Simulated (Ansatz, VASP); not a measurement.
## Zr2Zn2N3 in VASP and in Ansatz

Contents of INCAR:

```
PREC     = Accurate       # precision mode
ENCUT    = 520            # plane-wave cutoff, eV
EDIFF    = 1E-6           # SCF threshold, eV
ISMEAR   = 0              # smearing method
SIGMA    = 0.1            # smearing width, eV
LREAL    = False          # projectors in reciprocal space
LASPH    = True           # aspherical terms in the spheres
NELM     = 60             # most SCF steps
ALGO     = Fast           # electronic algorithm
ISIF     = 2              # what is computed and relaxed
LWAVE    = False          # write WAVECAR
LCHARG   = False          # write CHGCAR
GGA      = PE             # functional
NBANDS   = 40             # bands
```

File KPOINTS:

```
regular mesh
0
Gamma
  10 10 3
```

The input POSCAR:

```
Zr2Zn2N3
3.2204
    1.000002175817      0.000000000000      0.000000000000
   -0.500001087908      0.866027288101      0.000000000000
    0.000000000000      0.000000000000      3.191707862377
Zr Zn N
2 2 3
Direct
    0.3333333333      0.6666666667      0.1350020000
    0.6666666667      0.3333333333      0.8649980000
    0.6666666667      0.3333333333      0.5921750000
    0.3333333333      0.6666666667      0.4078250000
    0.0000000000      0.0000000000      0.0000000000
    0.6666666667      0.3333333333      0.2518160000
    0.3333333333      0.6666666667      0.7481840000
```

The input input.yaml:

```yaml
crystal:
  lattice:
    - [3.220407007, 0.0, 0.0]
    - [-1.6102035035, 2.7889542786, 0.0]
    - [0.0, 0.0, 10.278576]
  atoms:
    - { symbol: Zr, position: [0.3333333333, 0.6666666667, 0.135002] }
    - { symbol: Zr, position: [0.6666666667, 0.3333333333, 0.864998] }
    - { symbol: Zn, position: [0.6666666667, 0.3333333333, 0.592175] }
    - { symbol: Zn, position: [0.3333333333, 0.6666666667, 0.407825] }
    - { symbol: "N", position: [0.0, 0.0, 0.0] }
    - { symbol: "N", position: [0.6666666667, 0.3333333333, 0.251816] }
    - { symbol: "N", position: [0.3333333333, 0.6666666667, 0.748184] }
hamiltonian:
  xc: pbe
  pseudopotentials: { kind: paw }
kpoints:
  mp_grid: { grid: [10, 10, 3] }
scf:
  occupations: { method: gaussian, width: 0.1 }
output:
  forces: true
  stress: true
  eigenvalues: true
```

The cell comes from a database or a generator and needn't be the stable form of this composition.

Alike in both runs: task single point; functional PBE; k mesh 10 × 10 × 3; occupations gaussian, width 0.1 eV; no spin polarisation.

|  | VASP | Ansatz |
| --- | --- | --- |
| version | VASP 6.6.1 | Ansatz 0.2.0 |
| potentials or method | VASP PAW PBE potentials, release 64 (Zr_sv, Zn, N) | Ansatz PAW |
| plane-wave cutoff (eV) | 520 | 420 |
| valence electrons in the cell | 63 | 63 |

VASP gave:

| Property | Result |
| --- | --- |
| gap on the k mesh at the Fermi level (eV) | none |
| pressure (GPa) | -2.3 |
| largest component of the traceless stress (GPa) | 0.10 |
| rms of the force components (eV/Å) | 0.064 |

Task: Estimate Ansatz's values.

Result: gap on the k mesh at the Fermi level (eV): none; pressure (GPa): -2.5; largest component of the traceless stress (GPa): 0.04; rms of the force components (eV/Å): 0.068.

Atom by atom the forces differ by 0.006 eV/Å (rms over components). A gap of «none» marks a metal or a gap that the smearing closes. With one functional, cell and mesh, what is left measures potentials, basis and numerics.

Caveats: the pressure holds a Pulay correction of +0.3 GPa for the finite cutoff (Ansatz).
